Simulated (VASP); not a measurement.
Given:

```xyz
6
Lattice="4.0712 0.0000 0.0000 0.0000 4.0712 0.0000 0.0000 0.0000 5.8167" Properties=species:S:1:pos:R:3 pbc="T T T"
La     2.0356     0.0000     4.1628
La     0.0000     2.0356     1.6539
O      0.0000     0.0000     2.9083
O      2.0356     2.0356     2.9083
F      2.0356     2.0356     0.0000
F      0.0000     0.0000     0.0000
```

Computed with r2SCAN meta-GGA, VASP's PBE PAW potentials (set 64) (plane waves; VASP). Numerical set-up: 520 eV cut-off, 5×5×4 Γ-centred mesh, Gaussian smearing of 0.050 eV, potentials La O F.

Question: What does the run give for the energy per atom (σ→0)?

Answer: 
```yaml
energy per atom (σ→0): -17.131 eV/atom
```

Total energies compare only between runs with the same potentials, cut-off and functional.

The structure comes from a computed database's LaOF entry (P4/nmm); how it stands against other phases isn't given here. It was relaxed first. The start is the result of an earlier pass.
